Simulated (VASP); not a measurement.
Here is the system:

```
CSi
1.0
    1.52735    -2.64544     0.00000
    1.52735     2.64544     0.00000
    0.00000     0.00000     5.01363
Si C
2 2
Direct
  0.66667   0.33333   0.49962
  0.33333   0.66667   0.99962
  0.66667   0.33333   0.87538
  0.33333   0.66667   0.37538
```

Method: PBEsol GGA, VASP's PBE PAW potentials (set 64) (plane waves; VASP 6.6.1). Run with 620 eV cut-off, 8×8×5 Γ-centred mesh, Gaussian smearing of 0.050 eV, potentials Si C.

Task: What does the run give for the energy per atom (σ→0), pressure?

Result: 
```json
{
 "energy per atom (σ→0)": "-7.952 eV/atom",
 "pressure": "4.99 GPa"
}
```

The absolute energy has meaning only against runs of the same code, potentials and settings.

The compound is SiC in the wurtzite structure, the rare 2H polytype. It was relaxed first under an external pressure of 5 GPa.
